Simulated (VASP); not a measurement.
Consider the following.

```yaml
crystal:
  lattice:
    - [3.36967, 0.00000, 0.00000]
    - [0.00000, 3.51007, 0.00000]
    - [0.00000, 0.00000, 3.36967]
  atoms:
    - { symbol: Fe, position: [0.00000, 0.00000, 0.00000], spin: 3.2 }
    - { symbol: Ni, position: [0.00000, 0.50000, 0.50000], spin: 0.7 }
    - { symbol: Ni, position: [0.50000, 0.00000, 0.50000], spin: 0.7 }
    - { symbol: Ni, position: [0.50000, 0.50000, 0.00000], spin: 0.7 }
```

All values below come from r2SCAN meta-GGA, VASP's PBE PAW potentials (set 64) (plane waves; VASP 6.6.1). Run with 480 eV cut-off, 8×8×8 Γ-centred mesh, first-order Methfessel-Paxton smearing of 0.10 eV, potentials Fe Ni.

Task: Estimate the cell moment, energy per atom (σ→0), pressure, band gap (on the k-mesh) with the smallest direct gap where there is one.

Result: 
The band gap (on the k-mesh) is none (metal, semimetal or under 0.01 eV). The cell moment is 5.16 μB and the energy per atom (σ→0) is -12.613 eV/atom. The pressure is 221.7 kbar.

Task: Give the moment on each site (PAW-sphere projection).

Result: 
```
site  moment (μB)
----  -----------
Fe1          3.07
Ni2          0.70
Ni3          0.73
Ni4          0.70
```

The absolute energy has meaning only against runs of the same code, potentials and settings.

The compound is Ni3Fe in the L1_2 structure. This cell was strained or had an atom moved on purpose.
